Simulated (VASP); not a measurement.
Output of a VASP run:

### OSZICAR
```
       N       E                     dE             d eps       ncg     rms          rms(c)
DAV:   1     0.843075443443E+02    0.84308E+02   -0.85594E+03  3839   0.134E+03
DAV:   2    -0.507717110634E+01   -0.89385E+02   -0.86877E+02  3782   0.258E+02
DAV:   3    -0.731821483956E+01   -0.22410E+01   -0.22363E+01  4426   0.496E+01
DAV:   4    -0.732984217437E+01   -0.11627E-01   -0.11627E-01  4104   0.308E+00
DAV:   5    -0.732997359679E+01   -0.13142E-03   -0.13142E-03  4510   0.340E-01    0.102E+01
DAV:   6    -0.682060924188E+01    0.50936E+00   -0.16684E+00  3719   0.151E+01    0.625E+00
DAV:   7    -0.678271151705E+01    0.37898E-01   -0.40412E-02  4858   0.483E+00    0.317E+00
DAV:   8    -0.677122185291E+01    0.11490E-01   -0.10552E-02  4132   0.115E+00    0.141E-01
DAV:   9    -0.677119951591E+01    0.22337E-04   -0.31470E-04  4430   0.368E-01    0.653E-02
DAV:  10    -0.677120108042E+01   -0.15645E-05   -0.39615E-05  4195   0.742E-02    0.186E-02
DAV:  11    -0.677120036954E+01    0.71088E-06   -0.22618E-06  2696   0.316E-02
   1 F= -.67712004E+01 E0= -.67625778E+01  d E =-.172452E-01
```

File OUTCAR:
```
------------------------ aborting loop because EDIFF is reached ----------------------------------------
  FORCE on cell =-STRESS in cart. coord.  units (eV):
  Direction    XX          YY          ZZ          XY          YZ          ZX
  --------------------------------------------------------------------------------------
  Total        0.2848216      0.2848216      0.2848216      0.0000000     -0.0000000      0.0000000
  in kB       15.5122076     15.5122076     15.5122076      0.0000000     -0.0000000      0.0000000
  external PRESSURE =      15.5122076 kB  Pullay stress =       0.0000000 kB
  volume of cell :       29.42
      direct lattice vectors                 reciprocal lattice vectors
     3.087000000  0.000000000  0.000000000     0.323939099  0.000000000  0.000000000
     0.000000000  3.087000000  0.000000000     0.000000000  0.323939099  0.000000000
     0.000000000  0.000000000  3.087000000     0.000000000  0.000000000  0.323939099
 POSITION                                       TOTAL-FORCE (eV/Angst)
 -----------------------------------------------------------------------------------
      1.54350      1.54350      1.54350         0.000000      0.000000      0.000000
      0.00000      0.00000      0.00000         0.000000      0.000000      0.000000
 -----------------------------------------------------------------------------------
    total drift:                                0.000000     -0.000000      0.000000
  FREE ENERGIE OF THE ION-ELECTRON SYSTEM (eV)
  ---------------------------------------------------
  free  energy   TOTEN  =        -6.7712003695 eV

  energy  without entropy=       -6.7539552103  energy(sigma->0) =       -6.76257779
```
(Selected blocks of OUTCAR.)

### POSCAR
```
AuZn
1
    3.0870000000     0.0000000000     0.0000000000
    0.0000000000     3.0870000000     0.0000000000
    0.0000000000     0.0000000000     3.0870000000
Zn Au
1 1
Direct
  0.5000000000   0.5000000000   0.5000000000
  0.0000000000   0.0000000000   0.0000000000
```

Reconstruct the remaining input files.

Several could match; the one computed here: the input of the run itself, LDA (Ceperley-Alder, Perdew-Zunger), plane waves, VASP's LDA PAW potentials (set 64).

KPOINTS:
```
Automatic mesh
0
Gamma
14 14 14
0 0 0
```

### INCAR
```
LWAVE = .FALSE.
ISMEAR = -1   ! Fermi-Dirac
SIGMA = 0.1   ! width (eV)
LREAL = .FALSE.
ISIF = 2
ENCUT = 300
SYSTEM = AuZn
ALGO = Normal   ! blocked Davidson
LCHARG = .FALSE.
LMAXMIX = 6   ! l cut-off of mixed one-centre charges
PREC = Accurate
NELM = 100   ! most electronic steps
LASPH = .TRUE.
EDIFF = 1E-6   ! SCF stop (eV)
```

POTCAR, in this order: Zn Au (LDA.64 set). Program: vasp_std.

At this cut-off the stress carries a Pulay error, which pulls relaxed volumes low.

The structure is a typed AuZn crystal (Pm-3m). The cell was not relaxed at this level, and its volume differs by -5.9 % from the start's. The electron count is odd and the run is not spin-polarised, which forces a metal.
